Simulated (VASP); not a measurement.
Method: PBE GGA, VASP's PBE PAW potentials (set 64) (plane waves; VASP 6.6.1).

Input for VASP

### KPOINTS
```
Automatic mesh
0
Gamma
11 11 6
0 0 0
```

### POSCAR
```
Os
1
    1.3923000000    -2.4115340000     0.0000000000
    1.3923000000     2.4115340000     0.0000000000
    0.0000000000     0.0000000000     4.4064000000
Os
2
Direct
  0.3333330000   0.6666670000   0.2500000000
  0.6666670000   0.3333330000   0.7500000000
```

### INCAR
```
SYSTEM = Os
PREC = Accurate
ENCUT = 400
EDIFF = 1E-6
NELM = 100
ALGO = Normal
LREAL = .FALSE.
LASPH = .TRUE.
ISMEAR = 1
SIGMA = 0.1
GGA = PE
LMAXMIX = 6
LWAVE = .FALSE.
LCHARG = .FALSE.
ISIF = 2
```

POTCAR, in this order: Os (PBE.64 set). Program: vasp_std.

Unless said otherwise, spin-orbit coupling is left out, though it shifts the bands of the heavy elements here.

### Question
Estimate the energy per atom (σ→0), pressure, band gap (on the k-mesh).

### Answer

```yaml
energy per atom (σ→0): -11.219 eV/atom
band gap (on the k-mesh): none (metal, semimetal or under 0.01 eV)
pressure: -133.7 kbar
```

**OSZICAR**
```
...
DAV:   6    -0.227500439986E+02    0.11752E+01   -0.14195E+00  1640   0.109E+01    0.891E+00
DAV:   7    -0.224446503439E+02    0.30539E+00   -0.87400E-01  1784   0.834E+00    0.394E-01
DAV:   8    -0.224390122200E+02    0.56381E-02   -0.69803E-03  1604   0.665E-01    0.242E-01
DAV:   9    -0.224367965706E+02    0.22156E-02   -0.12855E-03  1624   0.417E-01    0.490E-02
DAV:  10    -0.224368337938E+02   -0.37223E-04   -0.55749E-05  1724   0.754E-02    0.102E-02
DAV:  11    -0.224368064592E+02    0.27335E-04   -0.55583E-06  1596   0.272E-02    0.785E-04
DAV:  12    -0.224368056803E+02    0.77884E-06   -0.13121E-07   804   0.428E-03
   1 F= -.22436806E+02 E0= -.22437619E+02  d E =0.243932E-02
```

The compound is Os in the hcp structure. The cell was not relaxed at this level.
